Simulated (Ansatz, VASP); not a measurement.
# Na4Hg in VASP and in Ansatz

```
CELL_PARAMETERS angstrom
5.80501 0.00000 0.00000
0.00000 5.80501 0.00000
0.00000 0.00000 5.80501
ATOMIC_POSITIONS crystal
Na 0.00000 0.00000 0.00000
Na 0.00000 0.50000 0.50000
Na 0.50000 0.00000 0.50000
Na 0.50000 0.50000 0.00000
Hg 0.50000 0.50000 0.50000
```

Alike in both runs: task relaxation of cell and atoms; functional PBE; k mesh 8 × 8 × 8; occupations gaussian, width 0.1 eV; no spin polarisation.

```csv
,VASP,Ansatz
version,VASP 6.6.1,Ansatz 0.2.0
potentials or method,"VASP PAW PBE potentials, release 64 (Na_pv, Hg)","scalar-relativistic, plane waves, PAW"
plane-wave cutoff (eV),600,420
valence electrons in the cell,40,56
```

|  | VASP | Ansatz | Ansatz less VASP |
| --- | --- | --- | --- |
| gap on the k mesh at the Fermi level, each at its own relaxed structure (eV) | none | none | - |
| relaxed volume (Å³/atom) | 40.67 | 40.54 | -0.132 |
| relaxed cell length with the largest relative difference (Å) | 5.881 | 5.874 | -0.0064 |
| energy change over the relaxation (meV/atom) | -2 | -2 | 0.0 |

A gap of «none» marks a metal or a gap that the smearing closes. The two sets of potentials don't hold the same shells in valence.

Spin-orbit coupling is left out, which matters for the levels of Hg.
